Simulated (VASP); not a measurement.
Given:

```yaml
crystal:
  lattice:
    - [4.16733, 0.00000, 0.00000]
    - [0.00000, 4.16733, 0.00000]
    - [0.00000, 0.00000, 4.16733]
  atoms:
    - { symbol: Mg, position: [0.00000, 0.50000, 0.50000] }
    - { symbol: Mg, position: [0.50000, 0.00000, 0.50000] }
    - { symbol: Mg, position: [0.50000, 0.50000, 0.00000] }
    - { symbol: Zn, position: [0.00000, 0.00000, 0.00000] }
    - { symbol: O, position: [0.50000, 0.00000, 0.00000] }
    - { symbol: O, position: [0.00000, 0.50000, 0.00000] }
    - { symbol: O, position: [0.00000, 0.00000, 0.50000] }
    - { symbol: O, position: [0.50000, 0.50000, 0.50000] }
```

The numbers are results of LDA (Ceperley-Alder, Perdew-Zunger), VASP's LDA PAW potentials (set 64) (plane waves; VASP), not measurements. Settings: 520 eV cut-off, 5×5×5 Γ-centred mesh, Gaussian smearing of 0.050 eV, potentials Mg Zn O.

Task: Predict the energy per atom (σ→0).

Result: 
```json
{
 "energy per atom (σ→0)": "-6.361 eV/atom"
}
```

The structure comes from a computed database's Mg3ZnO4 entry (Pm-3m); how it stands against other phases isn't given here. It was relaxed first, which changed the volume by -8 %. The start is the result of an earlier pass.
